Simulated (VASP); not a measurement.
Data:

```xyz
2
Lattice="0.0000 2.2600 2.2600 2.2600 0.0000 2.2600 2.2600 2.2600 0.0000" Properties=species:S:1:pos:R:3 pbc="T T T"
Hf     0.0000     0.0000     0.0000
N      2.2600     2.2600     2.2600
```

All values below come from PBE GGA with D3 dispersion (Becke-Johnson damping), VASP's PBE PAW potentials (set 64) (plane waves; VASP 6.6.1). Settings: 520 eV cut-off, 13×13×13 Γ-centred mesh, first-order Methfessel-Paxton smearing of 0.10 eV, potentials Hf_pv N.

The ions, cell shape and volume are relaxed. Give the cell that the relaxation ends in.

```xyz
2
Lattice="0.0000 2.2519 2.2519 2.2519 0.0000 2.2519 2.2519 2.2519 0.0000" Properties=species:S:1:pos:R:3 pbc="T T T"
Hf     0.0000     0.0000     0.0000
N      2.2519     2.2519     2.2519
```
Space group Fm-3m (225), at a tolerance of 0.03 Å.

How do energy and volume change from the first to the last step?

The energy (σ→0) changes by -1.2 meV/atom and the volume by -1.1 %, in 3 ionic steps.

The compound is HfN in the rock salt structure. This run relaxes it. Symmetry was kept, so distortions that lower it aren't found. The electron count is odd and the run is not spin-polarised, which forces a metal.
